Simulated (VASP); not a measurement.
Input:

```
PtTe2
1.0
    2.02772    -3.51212     0.00000
    2.02772     3.51212     0.00000
    0.00000     0.00000     5.06989
Te Pt
2 1
Direct
  0.33333   0.66667   0.26706
  0.66667   0.33333   0.73294
  0.00000   0.00000   0.00000
```

These are PBE GGA with D4 dispersion, VASP's PBE PAW potentials (set 64) (plane waves; VASP) values and carry that method's errors. Run with 520 eV cut-off, 10×10×7 Γ-centred mesh, tetrahedra with Blöchl corrections, potentials Te Pt.

The cores are frozen, which limits the accuracy of field gradients.

Task: Give the principal components of the electric field gradient (V/Å²) and the asymmetry η at each nucleus.

Result: 
```json
[
 {"atom": "Te1", "Vxx": "3.6", "Vyy": "3.6", "Vzz": "-7.1", "η": "0.00"},
 {"atom": "Te2", "Vxx": "3.6", "Vyy": "3.6", "Vzz": "-7.1", "η": "0.00"},
 {"atom": "Pt3", "Vxx": "-59.6", "Vyy": "-59.6", "Vzz": "119.3", "η": "0.00"}
]
```

The compound is PtTe2 in the 1T layered structure. It was relaxed first.
